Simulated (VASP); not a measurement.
Here is the system:

```yaml
crystal:
  lattice:
    - [5.02797, 2.50348, 2.50348]
    - [2.50348, 5.02797, 2.50348]
    - [2.50348, 2.50348, 5.02797]
  atoms:
    - { symbol: Mn, position: [0.00000, 0.00000, 0.00000], spin: 4.1 }
    - { symbol: Mn, position: [0.50000, 0.50000, 0.50000], spin: -4.1 }
    - { symbol: S, position: [0.25000, 0.25000, 0.25000] }
    - { symbol: S, position: [0.75000, 0.75000, 0.75000] }
```

Level of theory: PBE GGA with D3 dispersion (Becke-Johnson damping), VASP's PBE PAW potentials (set 64) (plane waves; VASP). Settings: 520 eV cut-off, 8×8×8 Γ-centred mesh, tetrahedra with Blöchl corrections, potentials Mn_pv S.

### Question
Estimate the cell moment, energy per atom (σ→0), band gap (on the k-mesh) with the smallest direct gap where there is one.

### Answer

The band gap (on the k-mesh) is 0.46 eV and the smallest direct gap (on the k-mesh) is 0.89 eV. The cell moment comes out as 0.00 μB and the energy per atom (σ→0) comes out as -7.549 eV/atom.

### Question
Give the moment on each site (PAW-sphere projection).

### Answer

| site | moment (μB) |
|---|---|
| Mn1 | 4.07 |
| Mn2 | -4.07 |
| S3 | 0.00 |
| S4 | 0.00 |

The compound is MnS in the rock salt, AFM-II order structure. It was relaxed first, which changed the volume by -10 %.
